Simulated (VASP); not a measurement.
OSZICAR of a VASP run on In (bct):

### OSZICAR
```
       N       E                     dE             d eps       ncg     rms          rms(c)
DAV:   1     0.737507330255E+02    0.73751E+02   -0.65241E+03  7000   0.158E+03
DAV:   2     0.344624251459E+01   -0.70304E+02   -0.69476E+02  7082   0.285E+02
DAV:   3     0.692445108481E+00   -0.27538E+01   -0.27449E+01  8122   0.648E+01
DAV:   4     0.630245815872E+00   -0.62199E-01   -0.62179E-01  8644   0.102E+01
DAV:   5     0.627296129809E+00   -0.29497E-02   -0.29496E-02  8528   0.183E+00    0.160E+00
DAV:   6     0.644226135524E+00    0.16930E-01   -0.33097E-02  8160   0.381E+00    0.806E-01
DAV:   7     0.647607429938E+00    0.33813E-02   -0.10078E-02  8610   0.192E+00    0.212E-01
DAV:   8     0.647825620499E+00    0.21819E-03   -0.66037E-04  7788   0.510E-01    0.283E-02
DAV:   9     0.647821714790E+00   -0.39057E-05   -0.17045E-05  9704   0.673E-02    0.147E-02
DAV:  10     0.647817788064E+00   -0.39267E-05   -0.48267E-06  7520   0.200E-02    0.202E-03
DAV:  11     0.647817778606E+00   -0.94578E-08   -0.57024E-08  5558   0.306E-03
   1 F= 0.64781778E+00 E0= 0.64782769E+00  d E =0.647818E+00
```

Task: Which electronic solver shows in the log?

Result: It is blocked Davidson (ALGO = Normal, or the opening steps of other solvers). The INCAR had ALGO = Normal.

Task: Can the final energy be trusted as converged?

Result: Self-consistency was reached. It stopped with EDIFF = 1E-7, NELM = 100, NSW = 30 and EDIFFG = -0.01 after 1 ionic step (optB88-vdW, plane waves, VASP's PBE PAW potentials (set 64)).

The compound is In in the bct structure. This cell is one point of a volume scan, at 1.03 of the reference volume.
